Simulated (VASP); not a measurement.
Wanted: the native input for a VASP 6.6.1 run.

```
Task                   : single point
Functional             : PBE
Potentials or basis    : VASP PAW PBE potentials, release 64 (Sc_sv, O, Na_pv)
Cutoff                 : 520 eV
k mesh                 : 3 × 3 × 3
Occupations            : fermi-dirac, width 0.05 eV
Spin                   : no spin polarisation
Dipole correction      : no
Further INCAR settings : ALGO = Fast; EDIFF = 1e-06; NBANDS = 52
```

The structure of Na3ScO8 lies in POSCAR:

```
Na3ScO8
1.0
   -3.1370260000      3.1513070000      3.4389270000
    3.1911280000     -3.1528370000      3.4874940000
    3.1513520000      3.1671610000     -3.4402630000
Sc O Na
1 8 3
Direct
    0.9985968358      0.9891304531      0.9961122569
    0.6222341591      0.6309086730      0.7056071183
    0.3479558640      0.0580309478      0.9829185727
    0.9473636535      0.9532589446      0.2981374671
    0.0669703549      0.3550501517      0.9767754487
    0.7560503613      0.7476380247      0.5517758747
    0.2462012706      0.7827892632      1.0004499818
    0.1987993058      0.1991683353      0.4239808626
    0.7626104813      0.2508231421      0.9747978505
    0.7645131351      0.2736287138      0.5269028442
    0.2612364639      0.7547786349      0.5111876882
    0.5009386639      0.4944467692     -0.0040567719
```

The cell was built by a generator and needn't be a form met in nature.

The input as run:

INCAR

```
SYSTEM = Na3ScO8
  ALGO = Fast
  EDIFF = 1E-6
  ENCUT = 520
  GGA = PE
  ISIF = 2
  ISMEAR = -1
  LASPH = .TRUE.
  LCHARG = .TRUE.
  LELF = .TRUE.
  LREAL = .FALSE.
  LVHAR = .TRUE.
  LWAVE = .FALSE.
  NBANDS = 52
  NELM = 100
  PREC = Accurate
  SIGMA = 0.05
```

KPOINTS

```
k-points
0
G
  3 3 3
  0 0 0
```

Potentials or basis: VASP PAW PBE potentials, release 64 (Sc_sv, O, Na_pv).

The run is started by

```sh
$ cat potpaw_PBE.64/Sc_sv/POTCAR potpaw_PBE.64/O/POTCAR potpaw_PBE.64/Na_pv/POTCAR > POTCAR
$ mpirun -np 1 vasp_std > vasp.out
```

Results of the run:

```yaml
Pressure: 10.3 GPa
Largest_force: 3.637 eV/Å
Band_gap_on_the_k_mesh: none (metal or under the smearing width)
```

Caveat: the k mesh is coarse (spacing up to 0.47 Å⁻¹), so the values aren't converged; forces of over 1 eV/Å show positions far from the minimum, so gaps and moduli don't describe the material at rest.

Run time: 86 s on 1 thread of Intel(R) Xeon(R) 6975P-C (Granite Rapids), on a shared host, peak memory 0.3 GiB.
